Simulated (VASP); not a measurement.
These are PBE0 hybrid, VASP's PBE PAW potentials (set 64) (plane waves; VASP 6.6.1) values and carry that method's errors.

Input for VASP

**KPOINTS**
```
Automatic mesh
0
Gamma
8 8 8
0 0 0
```

**INCAR**
```
SYSTEM=SiC
PREC=Accurate; ENCUT=520; LREAL=F
LASPH=T; ISYM=3
EDIFF=1E-6; NELM=60; ALGO=Normal
ISMEAR=0; SIGMA=0.05
GGA=PE; LHFCALC=T; AEXX=0.25
HFRCUT=-1; PRECFOCK=Fast
ISIF=2
LWAVE=F; LCHARG=F
```

POSCAR:
```
SiC
1
    0.0000000000     2.2113814101     2.2113814101
    2.2113814101     0.0000000000     2.2113814101
    2.2113814101     2.2113814101     0.0000000000
Si C
1 1
Direct
  0.0000000000   0.0000000000   0.0000000000
  0.2500000000   0.2500000000   0.2500000000
```

POTCAR, in this order: Si C (PBE.64 set). Program: vasp_std. Read from the step before: WAVECAR.

Output of the run:

File OUTCAR:
```
 ion  position               nearest neighbor table
   1  0.000  0.000  0.000-   2 1.92   2 1.92   2 1.92   2 1.92
   2  0.250  0.250  0.250-   1 1.92   1 1.92   1 1.92   1 1.92
  LATTYP: Found a face centered cubic cell.
 ALAT       =     4.4227628202
 Subroutine PRICEL returns:
 Original cell was already a primitive cell.
 Subroutine GETGRP returns: Found 24 space group operations
The static configuration has the point symmetry T_d .
The dynamic configuration has the point symmetry T_d .
 Subroutine INISYM returns: Found 24 space group operations
 Subroutine IBZKPT returns following result:
 Found     29 irreducible k-points:

 Following reciprocal coordinates:
            Coordinates               Weight
  0.000000  0.000000  0.000000      1.000000
  0.125000  0.000000  0.000000      8.000000
  0.250000  0.000000  0.000000      8.000000
  0.375000  0.000000  0.000000      8.000000
  0.500000  0.000000  0.000000      4.000000
  0.125000  0.125000  0.000000      6.000000
  0.250000  0.125000  0.000000     24.000000
  0.375000  0.125000  0.000000     24.000000
  0.500000  0.125000  0.000000     24.000000
 -0.375000  0.125000  0.000000     24.000000
 -0.250000  0.125000  0.000000     24.000000
 -0.125000  0.125000  0.000000     12.000000
  0.250000  0.250000  0.000000      6.000000
  0.375000  0.250000  0.000000     24.000000
  0.500000  0.250000  0.000000     24.000000
 -0.375000  0.250000  0.000000     24.000000
 -0.250000  0.250000  0.000000     12.000000
  0.375000  0.375000  0.000000      6.000000
  0.500000  0.375000  0.000000     24.000000
 -0.375000  0.375000  0.000000     12.000000
  0.500000  0.500000  0.000000      3.000000
  0.375000  0.250000  0.125000     24.000000
  0.500000  0.250000  0.125000     48.000000
 -0.375000  0.250000  0.125000     24.000000
  0.500000  0.375000  0.125000     24.000000
 -0.375000  0.375000  0.125000     48.000000
 -0.250000  0.375000  0.125000     24.000000
 -0.375000  0.500000  0.125000     12.000000
 -0.250000  0.500000  0.250000      6.000000
 Subroutine IBZKPT_HF returns following result:
   k-points           NKPTS =     29   k-points in BZ     NKDIM =    512   number of bands    NBANDS=      8
   number of dos      NEDOS =    301   number of ions     NIONS =      2
   total plane-waves  NPLWV =  13824
   dimension x,y,z NGX =    24 NGY =   24 NGZ =   24
   dimension x,y,z NGXF=    48 NGYF=   48 NGZF=   48
   ions per type =               1   1
   PREC   = accura    normal or accurate (medium, high low for compatibility)
   ISTART =      1    job   : 0-new  1-cont  2-samecut
   ICHARG =      0    charge: 1-file 2-atom 10-const
   ISPIN  =      1    spin polarized calculation?
   LNONCOLLINEAR =      F non collinear calculations
   LSORBIT =      F    spin-orbit coupling
   INIWAV =      1    electr: 0-lowe 1-rand  2-diag
   ENCUT  =  520.0 eV  38.22 Ry    6.18 a.u.   5.81  5.81  5.81*2*pi/ulx,y,z
   NELM   =     60;   NELMIN=  2; NELMDL=  0     # of ELM steps
   EDIFF  = 0.1E-05   stopping-criterion for ELM
   LREAL  =      F    real-space projection
   NLSPLINE    = F    spline interpolate recip. space projectors
   LMAXMIX     =    2 max onsite mixed and CHGCAR
   VOSKOWN=      0    Vosko Wilk Nusair interpolation
   EDIFFG = 0.1E-04   stopping-criterion for IOM
   NSW    =      0    number of steps for IOM
   NBLOCK =      1;   KBLOCK =      1    inner block; outer block
   IBRION =     -1    ionic relax: 0-MD 1-quasi-New 2-CG
   NFREE  =      0    steps in history (QN), initial steepest desc. (CG)
   ISIF   =      2    stress and relaxation
   ISYM   =      3    0-nonsym 1-usesym 2-fastsym
   TEIN   =    0.0    initial temperature
   TEBEG  =    0.0;   TEEND  =   0.0 temperature during run
...
```

**OSZICAR**
```
       N       E                     dE             d eps       ncg     rms          rms(c)
DAV:   1    -0.184305955764E+02   -0.18431E+02   -0.37411E-01   480   0.500E+00    0.274E+00
DAV:   2    -0.184331866640E+02   -0.25911E-02   -0.57420E-03   696   0.665E-01    0.181E+00
DAV:   3    -0.184326318713E+02    0.55479E-03   -0.36316E-04   664   0.159E-01    0.104E+00
DAV:   4    -0.184324334503E+02    0.19842E-03   -0.10749E-04   608   0.800E-02    0.594E-01
DAV:   5    -0.184323698346E+02    0.63616E-04   -0.31501E-05   592   0.467E-02    0.337E-01
DAV:   6    -0.184323490011E+02    0.20834E-04   -0.86830E-06   608   0.273E-02    0.192E-01
DAV:   7    -0.184323422073E+02    0.67937E-05   -0.26073E-06   536   0.158E-02    0.109E-01
DAV:   8    -0.184323400351E+02    0.21722E-05   -0.77596E-07   280   0.895E-03    0.632E-02
DAV:   9    -0.184323393713E+02    0.66384E-06   -0.32474E-07   232   0.611E-03
   1 F= -.18432339E+02 E0= -.18432339E+02  d E =-.843851E-13
```

### OUTCAR
```
------------------------ aborting loop because EDIFF is reached ----------------------------------------
  FORCE on cell =-STRESS in cart. coord.  units (eV):
  Direction    XX          YY          ZZ          XY          YZ          ZX
  --------------------------------------------------------------------------------------
  Total       -1.5047067     -1.5047067     -1.5047067      0.0000000     -0.0000000      0.0000000
  in kB     -111.4657581   -111.4657581   -111.4657581      0.0000000     -0.0000000      0.0000000
  external PRESSURE =    -111.4657581 kB  Pullay stress =       0.0000000 kB
  volume of cell :       21.63
      direct lattice vectors                 reciprocal lattice vectors
     0.000000000  2.211381410  2.211381410    -0.226103013  0.226103013  0.226103013
     2.211381410  0.000000000  2.211381410     0.226103013 -0.226103013  0.226103013
     2.211381410  2.211381410  0.000000000     0.226103013  0.226103013 -0.226103013
  FREE ENERGIE OF THE ION-ELECTRON SYSTEM (eV)
  ---------------------------------------------------
  free  energy   TOTEN  =       -18.4323393713 eV

  energy  without entropy=      -18.4323393713  energy(sigma->0) =      -18.43233937

  exchange ACFDT corr.  =         0.00000000  see jH, gK, PRB 81, 115126
```
(Selected blocks of OUTCAR.)

The compound is SiC in the zinc blende structure. This cell is one point of a volume scan, at 1.03 of the reference volume. The cell's shape comes from a PBE relaxation.
